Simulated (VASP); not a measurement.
Given:

```xyz
1
Lattice="-1.3807 1.3807 1.3807 1.3807 -1.3807 1.3807 1.3807 1.3807 -1.3807" Properties=species:S:1:pos:R:3 pbc="T T T"
Fe     0.0000     0.0000     0.0000
```
Starting moments (μB, in the order of the record's atoms Fe): 2.1.

Computed with optB88-vdW, VASP's PBE PAW potentials (set 64) (plane waves; VASP). Run with 520 eV cut-off, 18×18×18 Γ-centred mesh, first-order Methfessel-Paxton smearing of 0.10 eV, potentials Fe.

**Question.** What does the run give for the cell moment, energy per atom (σ→0), pressure, band gap (on the k-mesh) with the smallest direct gap where there is one?

**Answer.** 
```json
{
  "band gap (on the k-mesh)": "none (metal, semimetal or under 0.01 eV)",
  "cell_moment": "2.03 μB",
  "energy per atom (σ→0)": "-5618 meV/atom",
  "pressure": "14.88 GPa"
}
```

**Question.** Give the moment on each site (PAW-sphere projection).

**Answer.** 
```json
[
 {"site": "Fe1", "moment (μB)": "2.00"}
]
```

Only differences to runs with the same potentials and settings are physical.

The compound is Fe in the bcc structure. This cell is one point of a volume scan, at 0.94 of the reference volume.
